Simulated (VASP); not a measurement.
F2SiClBr, 5 atoms in the cell. The cell holds a molecule in a box, 5 atoms: a = 12.000 Å, b = 12.000 Å, c = 12.000 Å, α = 90.00°, β = 90.00°, γ = 90.00°. 

- Program: VASP 6.6.1
- Task: relaxation of the atoms
- Functional: revPBE
- Potentials or basis: VASP PAW PBE potentials, release 64 (F, Si, Cl, Br)
- Cutoff: 520 eV
- k mesh: 1 × 1 × 1
- Occupations: gaussian, width 0.01 eV
- Spin: no spin polarisation
- Further INCAR settings: ALGO = Normal; EDIFF = 1e-07; IBRION = 2; EDIFFG = -0.005; NSW = 60

Potentials or basis: VASP PAW PBE potentials, release 64 (F, Si, Cl, Br).

Command:

```bash
$ cat potpaw_PBE.64/F/POTCAR potpaw_PBE.64/Si/POTCAR potpaw_PBE.64/Cl/POTCAR potpaw_PBE.64/Br/POTCAR > POTCAR
$ mpirun -np 1 vasp_gam > vasp.out
```

Hardware: 1 thread of Intel(R) Xeon(R) 6975P-C (Granite Rapids), on a shared host.

Estimate the wall time of this run.

It took 9.3 min on 1 thread of Intel(R) Xeon(R) 6975P-C (Granite Rapids) (shared host), peak memory 1.3 GiB. Counts: scf iterations 174, k points 1, ion steps 14.
